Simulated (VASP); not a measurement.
Level of theory: PBE GGA, VASP's PBE PAW potentials (set 64) (plane waves; VASP).

VASP ran on this input.

File KPOINTS:
```
Automatic mesh
0
Gamma
17 17 17
0 0 0
```

**POSCAR**
```
Al
1
    0.0000000000     2.0178832814     2.0178832814
    2.0178832814     0.0000000000     2.0178832814
    2.0178832814     2.0178832814     0.0000000000
Al
1
Direct
  0.0000000000   0.0000000000   0.0000000000
```

INCAR:
```
ALGO = Fast
EDIFF = 1E-5
EDIFFG = -0.03
ENCUT = 400
GGA = PE
IBRION = 2
ISIF = 2
ISMEAR = 1
LASPH = T
LCHARG = F
LREAL = F
LWAVE = F
NELM = 100
NELMIN = 4
NSW = 20
PREC = Normal
SIGMA = 0.1
SYSTEM = Al
```

POTCAR, in this order: Al (PBE.64 set). Program: vasp_std.

The run wrote:

### OSZICAR
```
       N       E                     dE             d eps       ncg     rms          rms(c)
DAV:   1    -0.210687675633E+01   -0.21069E+01   -0.71235E+02  1955   0.245E+02
DAV:   2    -0.375701720561E+01   -0.16501E+01   -0.14277E+01  2180   0.266E+01
DAV:   3    -0.376994567244E+01   -0.12928E-01   -0.12924E-01  2205   0.266E+00
DAV:   4    -0.376998420768E+01   -0.38535E-04   -0.38535E-04  2190   0.131E-01
DAV:   5    -0.376998450201E+01   -0.29433E-06   -0.29410E-06  2225   0.873E-03    0.131E+00
RMM:   6    -0.375701350780E+01    0.12971E-01   -0.12505E-03  1650   0.296E-01    0.772E-01
RMM:   7    -0.374748266050E+01    0.95308E-02   -0.40191E-03  1650   0.505E-01    0.124E-01
RMM:   8    -0.374749546734E+01   -0.12807E-04   -0.14133E-04  1650   0.113E-01    0.233E-02
RMM:   9    -0.374749738257E+01   -0.19152E-05   -0.25098E-05  1594   0.486E-02
   1 F= -.37474974E+01 E0= -.37472959E+01  d E =-.374750E+01
```

### OUTCAR
```
------------------------ aborting loop because EDIFF is reached ----------------------------------------
  FORCE on cell =-STRESS in cart. coord.  units (eV):
  Direction    XX          YY          ZZ          XY          YZ          ZX
  --------------------------------------------------------------------------------------
  Total        0.0202553      0.0202553      0.0202553      0.0000000     -0.0000000      0.0000000
  in kB        1.9748386      1.9748386      1.9748386      0.0000000     -0.0000000      0.0000000
  external PRESSURE =       1.9748386 kB  Pullay stress =       0.0000000 kB
  volume of cell :       16.43
      direct lattice vectors                 reciprocal lattice vectors
     0.000000000  2.017883281  2.017883281    -0.247784401  0.247784401  0.247784401
     2.017883281  0.000000000  2.017883281     0.247784401 -0.247784401  0.247784401
     2.017883281  2.017883281  0.000000000     0.247784401  0.247784401 -0.247784401
 POSITION                                       TOTAL-FORCE (eV/Angst)
 -----------------------------------------------------------------------------------
      0.00000      0.00000      0.00000         0.000000      0.000000      0.000000
 -----------------------------------------------------------------------------------
    total drift:                                0.000000     -0.000000     -0.000000
  FREE ENERGIE OF THE ION-ELECTRON SYSTEM (eV)
  ---------------------------------------------------
  free  energy   TOTEN  =        -3.7474973826 eV

  energy  without entropy=       -3.7468930654  energy(sigma->0) =       -3.74729594

 reached required accuracy - stopping structural energy minimisation
```
(Selected blocks of OUTCAR.)

The compound is Al in the fcc structure. It was relaxed first.
